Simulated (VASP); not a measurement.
# RbMg2 (Cmcm) in VASP: equation of state, part 2 of 2

VASP 6.6.1. The steps go on from the part before.

### 3 Equation of state, PBE, 39.66 Å³/atom (volume scaled by 0.94)

File INCAR:

```
SYSTEM = RbMg2
  ALGO = Normal
  EDIFF = 1E-7
  ENCUT = 520
  GGA = PE
  ISIF = 2
  ISMEAR = -1
  LASPH = .TRUE.
  LCHARG = .FALSE.
  LREAL = .FALSE.
  LWAVE = .FALSE.
  NBANDS = 22
  NELM = 80
  PREC = Accurate
  SIGMA = 0.05
```

File KPOINTS:

```
k-points
0
G
  7 7 6
  0 0 0
```

File POSCAR:

```
RbMg2
1.0
    1.8832572328    -13.3470458730      0.0000000000
    1.8832572328     13.3470458730      0.0000000000
    0.0000000000      0.0000000000      4.7336999937
Rb Mg
2 4
Direct
    0.6728470000      0.3271530000      0.2500000000
    0.3271530000      0.6728470000      0.7500000000
    0.4512240000      0.5487760000      0.2500000000
    0.0425010000      0.9574990000      0.2500000000
    0.9574990000      0.0425010000      0.7500000000
    0.5487760000      0.4512240000      0.7500000000
```

Potentials or basis: VASP PAW PBE potentials, release 64 (Rb_sv, Mg).

Launch:

```console
cat potpaw_PBE.64/Rb_sv/POTCAR potpaw_PBE.64/Mg/POTCAR > POTCAR
mpirun -np 1 vasp_std > vasp.out
```

It took 12 min on 1 thread of Intel Xeon Platinum 8259CL at 2.50GHz (Skylake/Cascade Lake), shared host; peak memory 0.83 GiB.

The run converged. Its results:

```yaml
Free_energy: -6.8952 eV
Pressure: 0.9 GPa
Largest_force: 0.099 eV/Å
Band_gap_on_the_k_mesh: none (metal or under the smearing width)
```

### 4 Equation of state, PBE, 40.51 Å³/atom (volume scaled by 0.96)

File INCAR:

```
PREC = Accurate ; ENCUT = 520
EDIFF = 1E-7 ; ISMEAR = -1
SIGMA = 0.05 ; LREAL = False
LASPH = True ; NELM = 100
ALGO = Normal ; ISIF = 2
LWAVE = False ; LCHARG = False
GGA = PE ; NBANDS = 22
```

File KPOINTS:

```
Automatic mesh
0
Gamma
  7 7 6
```

Edit POSCAR of step 3 so:

```diff
@@ -2,5 +2,5 @@
 1.0
-    1.8832572328    -13.3470458730      0.0000000000
-    1.8832572328     13.3470458730      0.0000000000
-    0.0000000000      0.0000000000      4.7336999937
+    1.8965200446    -13.4410422507      0.0000000000
+    1.8965200446     13.4410422507      0.0000000000
+    0.0000000000      0.0000000000      4.7670370075
 Rb Mg
```

Launch:

```console
cat potpaw_PBE.64/Rb_sv/POTCAR potpaw_PBE.64/Mg/POTCAR > POTCAR
mpirun -np 1 vasp_std > vasp.out
```

Run time: 14 min. Hardware: 1 thread of Intel Xeon Platinum 8259CL at 2.50GHz (Skylake/Cascade Lake), shared host; peak memory 0.92 GiB.

It converged, with:

- Free energy: -6.9180 eV
- Pressure: 0.6 GPa
- Largest force: 0.066 eV/Å
- Band gap on the k mesh: none (metal or under the smearing width)

### 5 Equation of state, PBE, 41.35 Å³/atom (volume scaled by 0.98)

File INCAR:

```
SYSTEM = RbMg2
ALGO = Normal
EDIFF = 1E-7
ENCUT = 520
GGA = PE
ISIF = 2
ISMEAR = -1
LASPH = .TRUE.
LCHARG = .FALSE.
LREAL = .FALSE.
LWAVE = .FALSE.
NBANDS = 22
NELM = 100
PREC = Accurate
SIGMA = 0.05
```

File KPOINTS:

```
k-points
0
G
  7 7 6
  0 0 0
```

Edit POSCAR of step 4 so:

```diff
@@ -2,5 +2,5 @@
 1.0
-    1.8965200446    -13.4410422507      0.0000000000
-    1.8965200446     13.4410422507      0.0000000000
-    0.0000000000      0.0000000000      4.7670370075
+    1.9095999065    -13.5337420232      0.0000000000
+    1.9095999065     13.5337420232      0.0000000000
+    0.0000000000      0.0000000000      4.7999141637
 Rb Mg
```

Launch:

```console
cat potpaw_PBE.64/Rb_sv/POTCAR potpaw_PBE.64/Mg/POTCAR > POTCAR
mpirun -np 1 vasp_std > vasp.out
```

It took 14 min on 1 thread of Intel Xeon Platinum 8259CL at 2.50GHz (Skylake/Cascade Lake), shared host; peak memory 0.93 GiB.

Results (log left out):

- Free energy: -6.9309 eV
- Pressure: 0.3 GPa
- Largest force: 0.043 eV/Å
- Band gap on the k mesh: none (metal or under the smearing width)

### 6 Equation of state, PBE, 43.04 Å³/atom (volume scaled by 1.02)

File INCAR:

```
ALGO     = Normal         # electronic algorithm
EDIFF    = 1E-7           # SCF threshold, eV
ENCUT    = 520            # plane-wave cutoff, eV
GGA      = PE             # functional
ISIF     = 2              # what is computed and relaxed
ISMEAR   = -1             # smearing method
LASPH    = True           # aspherical terms in the spheres
LCHARG   = False          # write CHGCAR
LREAL    = False          # projectors in reciprocal space
LWAVE    = False          # write WAVECAR
NBANDS   = 22             # bands
NELM     = 100            # most SCF steps
PREC     = Accurate       # precision mode
SIGMA    = 0.05           # smearing width, eV
```

File KPOINTS:

```
k-points
0
Gamma
  7 7 6
```

Edit POSCAR of step 5 so:

```diff
@@ -2,5 +2,5 @@
 1.0
-    1.9095999065    -13.5337420232      0.0000000000
-    1.9095999065     13.5337420232      0.0000000000
-    0.0000000000      0.0000000000      4.7999141637
+    1.9352351790    -13.7154246694      0.0000000000
+    1.9352351790     13.7154246694      0.0000000000
+    0.0000000000      0.0000000000      4.8643502307
 Rb Mg
```

Potentials or basis: VASP PAW PBE potentials, release 64 (Rb_sv, Mg).

Launch:

```console
cat potpaw_PBE.64/Rb_sv/POTCAR potpaw_PBE.64/Mg/POTCAR > POTCAR
mpirun -np 1 vasp_std > vasp.out
```

It took 14 min on 1 thread of Intel Xeon Platinum 8259CL at 2.50GHz (Skylake/Cascade Lake), shared host; peak memory 1 GiB.

The run converged. Its results:

```
Free energy            : -6.9306 eV
Pressure               : -0.3 GPa
Largest force          : 0.071 eV/Å
Band gap on the k mesh : none (metal or under the smearing width)
```

### 7 Equation of state, PBE, 43.88 Å³/atom (volume scaled by 1.04)

File INCAR:

```
PREC = Accurate
ENCUT = 520
EDIFF = 1E-7
ISMEAR = -1
SIGMA = 0.05
LREAL = F
LASPH = T
NELM = 80
ALGO = Normal
ISIF = 2
LWAVE = F
LCHARG = F
GGA = PE
NBANDS = 22
```

File KPOINTS:

```
Automatic mesh
0
Gamma
  7 7 6
```

Edit POSCAR of step 6 so:

```diff
@@ -2,5 +2,5 @@
 1.0
-    1.9352351790    -13.7154246694      0.0000000000
-    1.9352351790     13.7154246694      0.0000000000
-    0.0000000000      0.0000000000      4.8643502307
+    1.9478019933    -13.8044883642      0.0000000000
+    1.9478019933     13.8044883642      0.0000000000
+    0.0000000000      0.0000000000      4.8959378056
 Rb Mg
```

Potentials or basis: VASP PAW PBE potentials, release 64 (Rb_sv, Mg).

Launch:

```console
cat potpaw_PBE.64/Rb_sv/POTCAR potpaw_PBE.64/Mg/POTCAR > POTCAR
mpirun -np 1 vasp_std > vasp.out
```

OUTCAR:

```text
PREC = Accurate
   ENCUT = 520
   EDIFF = 1E-7
   ISMEAR = -1
   LREAL = F
   LASPH = T
   NELM = 80
   ISIF = 2
   GGA = PE

 Found     64 irreducible k-points:

 Following reciprocal coordinates:
            Coordinates               Weight
  0.000000  0.000000  0.000000      1.000000
  0.142857  0.000000  0.000000      4.000000
  0.285714 -0.000000  0.000000      4.000000
  0.428571  0.000000  0.000000      4.000000
[... 233 lines left out ...]
  -------------------------------------------------------------------------------------
  Total        0.0955464     -1.1530664     -1.2718533      0.0000000      0.0000000      0.0000000
  in kB        0.5814252     -7.0167161     -7.7395659      0.0000000      0.0000000      0.0000000
  external PRESSURE =      -4.7249523 kB  Pullay stress =       0.0000000 kB

 VOLUME and BASIS-vectors are now :
 -----------------------------------------------------------------------------
  energy-cutoff  :      520.00
  volume of cell :      263.29
      direct lattice vectors                 reciprocal lattice vectors
     1.947801993-13.804488364  0.000000000     0.256699604 -0.036220104  0.000000000
     1.947801993 13.804488364  0.000000000     0.256699604  0.036220104  0.000000000
     0.000000000  0.000000000  4.895937806     0.000000000  0.000000000  0.204250961

 POSITION                                       TOTAL-FORCE (eV/Angst)
 -----------------------------------------------------------------------------------
      1.94780     -4.77213      1.22398         0.000000      0.083479      0.000000
      1.94780      4.77213      3.67195         0.000000     -0.083479     -0.000000
      1.94780      1.34666      1.22398         0.000000     -0.040909     -0.000000
      1.94780     12.63108      1.22398         0.000000      0.079222      0.000000
      1.94780    -12.63108      3.67195         0.000000     -0.079222      0.000000
      1.94780     -1.34666      3.67195         0.000000      0.040909      0.000000
 -----------------------------------------------------------------------------------
    total drift:                                0.000000      0.000000      0.000000

  FREE ENERGIE OF THE ION-ELECTRON SYSTEM (eV)
  ---------------------------------------------------
  free  energy   TOTEN  =        -6.9191821335 eV

  energy  without entropy=       -6.8837006204  energy(sigma->0) =       -6.90144138
```

Run time: 15 min. Hardware: 1 thread of Intel Xeon Platinum 8259CL at 2.50GHz (Skylake/Cascade Lake), shared host; peak memory 1 GiB.

What came out:

```yaml
Free_energy: -6.9192 eV
Pressure: -0.5 GPa
Largest_force: 0.083 eV/Å
Band_gap_on_the_k_mesh: none (metal or under the smearing width)
```

### 8 Equation of state, PBE, 44.73 Å³/atom (volume scaled by 1.06)

File INCAR:

```
SYSTEM = RbMg2
ALGO     = Normal         ! electronic algorithm
EDIFF    = 1E-7           ! SCF threshold, eV
ENCUT    = 520            ! plane-wave cutoff, eV
GGA      = PE             ! functional
ISIF     = 2              ! what is computed and relaxed
ISMEAR   = -1             ! smearing method
LASPH    = .True.         ! aspherical terms in the spheres
LCHARG   = .False.        ! write CHGCAR
LREAL    = .False.        ! projectors in reciprocal space
LWAVE    = .False.        ! write WAVECAR
NBANDS   = 22             ! bands
NELM     = 80             ! most SCF steps
PREC     = Accurate       ! precision mode
SIGMA    = 0.05           ! smearing width, eV
```

File KPOINTS:

```
k-points
0
Gamma
  7 7 6
  0 0 0
```

Edit POSCAR of step 7 so:

```diff
@@ -2,5 +2,5 @@
 1.0
-    1.9478019933    -13.8044883642      0.0000000000
-    1.9478019933     13.8044883642      0.0000000000
-    0.0000000000      0.0000000000      4.8959378056
+    1.9602087099    -13.8924174123      0.0000000000
+    1.9602087099     13.8924174123      0.0000000000
+    0.0000000000      0.0000000000      4.9271229636
 Rb Mg
```

Launch:

```console
cat potpaw_PBE.64/Rb_sv/POTCAR potpaw_PBE.64/Mg/POTCAR > POTCAR
mpirun -np 1 vasp_std > vasp.out
```

Run time: 20 min. Hardware: 1 thread of Intel Xeon Platinum 8259CL at 2.50GHz (Skylake/Cascade Lake), shared host; peak memory 1.1 GiB.

The run converged. Its results:

* Free energy: -6.9011 eV
* Pressure: -0.7 GPa
* Largest force: 0.096 eV/Å
* Band gap on the k mesh: none (metal or under the smearing width)

### 9 Equation of state, PBE

Potentials or basis: VASP PAW PBE potentials, release 64 (Rb_sv, Mg).

No new run: the results of the series are fitted here.

What came out:

- Equilibrium volume: 42.17 Å³/atom
- Bulk modulus at fixed shape and positions: 12.8 GPa
- Pressure derivative of the bulk modulus: 4.1

Energy against volume, from the lowest point:
```csv
volume (Å³/atom),energy (meV/atom)
39.662,6.60
40.506,2.80
41.350,0.65
42.194,0.00
43.037,0.69
43.881,2.60
44.725,5.61
```

Caveat: the cell was scaled at fixed shape and fractional positions, which overstates the stiffness of a crystal with free parameters, most of all of layers and chains.
